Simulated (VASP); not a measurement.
The input files of a VASP run:

File KPOINTS:
```
Regular mesh
0
Gamma
 11 11 4
0 0 0
```

**POSCAR**
```
BN
1.0
  1.2558236207  -2.1751507088   0.0000000000
  1.2558236207   2.1751507088   0.0000000000
  0.0000000000   0.0000000000   7.6660758531
B N
2 2
Direct
  0.3333330000   0.6666670000   0.2500000000
  0.6666670000   0.3333330000   0.7500000000
  0.6666670000   0.3333330000   0.2500000000
  0.3333330000   0.6666670000   0.7500000000
```

INCAR:
```
# general
SYSTEM=BN
PREC  =Accurate
ENCUT =520   # plane-wave cut-off (eV)
LREAL =F   # projection in real space or not
LASPH =T   # aspherical one-centre terms

# electronic loop
EDIFF =1E-7
NELM  =100   # most electronic steps
ALGO  =Normal   # blocked Davidson

# smearing
ISMEAR=-5

# functional
GGA   =91

# ions
ISIF  =2

# output
LWAVE =F
LCHARG=T
LORBIT=11   # lm-projected
NEDOS =601   # DOS grid

# other
LEFG  =T
```

POTCAR, in this order: B N (PBE.64 set). Program: vasp_std.

**Question.** Translate this PW91 calculation to Quantum ESPRESSO's pw.x.

**Answer.** One equivalent input (not run):
```
&CONTROL
  calculation = 'scf'
  pseudo_dir = './pseudo'
  outdir = './out'
  tprnfor = .true.
  tstress = .true.
/
&SYSTEM
  ibrav = 0
  nat = 4
  ntyp = 2
  ecutwfc = 84
  occupations = 'tetrahedra'
  input_dft = 'pw91'
/
&ELECTRONS
  conv_thr = 7.3e-09
  electron_maxstep = 100
/
ATOMIC_SPECIES
  B 10.810 B.upf
  N 14.007 N.upf
CELL_PARAMETERS angstrom
     1.2558236   -2.1751507   -0.0000000
     1.2558236    2.1751507    0.0000000
     0.0000000   -0.0000000    7.6660759
ATOMIC_POSITIONS crystal
  B    0.3333330  0.6666670  0.2500000
  B    0.6666670  0.3333330  0.7500000
  N    0.6666670  0.3333330  0.2500000
  N    0.3333330  0.6666670  0.7500000
K_POINTS automatic
  11 11 4 0 0 0
```
Limits of the translation: the potentials are each code's own (VASP's PAW set, PseudoDojo norm-conserving files in pw.x), so ENCUT and ecutwfc are chosen apart and not converted; conv_thr bounds pw.x's estimated SCF error, while EDIFF bounds the energy change between steps; the field gradients of LEFG aren't asked of the other code.

The compound is BN in the hex structure. It was relaxed first, which changed the volume by +16 %.
